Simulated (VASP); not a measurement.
Level of theory: PBE GGA, VASP's PBE PAW potentials (set 64) (plane waves; VASP).

Input for VASP

**KPOINTS**
```
Automatic
0
Gamma
9 9 9
0 0 0
```

POSCAR:
```
Ni3Fe
1.0
  3.5432130706   0.0000000000   0.0000000000
  0.0000000000   3.5432130706   0.0000000000
  0.0000000000   0.0000000000   3.5432130706
Fe Ni
1 3
Cartesian
  0.0000000000   0.0000000000   0.0000000000
  0.0000000000   1.7716065353   1.7716065353
  1.7716065353   0.0000000000   1.7716065353
  1.7716065353   1.7716065353   0.0000000000
```

### INCAR
```
SYSTEM = Ni3Fe
PREC = Accurate
ENCUT = 500
EDIFF = 1E-6
NELM = 100
ALGO = Normal
LREAL = .FALSE.
LASPH = .TRUE.
ISMEAR = 1
SIGMA = 0.1
GGA = PE
LMAXMIX = 4
ISPIN = 2
MAGMOM = 2.9 0.6 0.6 0.6
LORBIT = 10
LWAVE = .FALSE.
LCHARG = .FALSE.
IBRION = 2
ISIF = 3
NSW = 40
EDIFFG = -0.02
```

POTCAR, in this order: Fe Ni (PBE.64 set). Program: vasp_std.

Q: Estimate the energy per atom (σ→0), cell moment, band gap (on the k-mesh).

A: 
```
Property                                                     Value
------------------------  ----------------------------------------
energy per atom (σ→0)                       -602.8 kJ/mol of atoms
cell moment                                                4.74 μB
band gap (on the k-mesh)  none (metal, semimetal or under 0.01 eV)
```

**OSZICAR**
```
...
DAV:  11    -0.249877713767E+02    0.43422E-02   -0.46698E-02  5074   0.311E+00    0.121E+00
DAV:  12    -0.249903209164E+02   -0.25495E-02   -0.86373E-03  4014   0.228E+00    0.379E-01
DAV:  13    -0.249904064993E+02   -0.85583E-04   -0.29101E-03  5059   0.905E-01    0.843E-02
DAV:  14    -0.249904800252E+02   -0.73526E-04   -0.31283E-04  4382   0.195E-01    0.112E-01
DAV:  15    -0.249904773179E+02    0.27073E-05   -0.13521E-04  4208   0.336E-01    0.218E-02
DAV:  16    -0.249904770645E+02    0.25339E-06   -0.23102E-05  4165   0.699E-02    0.204E-02
DAV:  17    -0.249904771234E+02   -0.58886E-07   -0.15450E-06  1956   0.296E-02
   1 F= -.24990477E+02 E0= -.24989457E+02  d E =-.249905E+02  mag=     4.7434
```

The compound is Ni3Fe in the L1_2 structure. It was relaxed first.
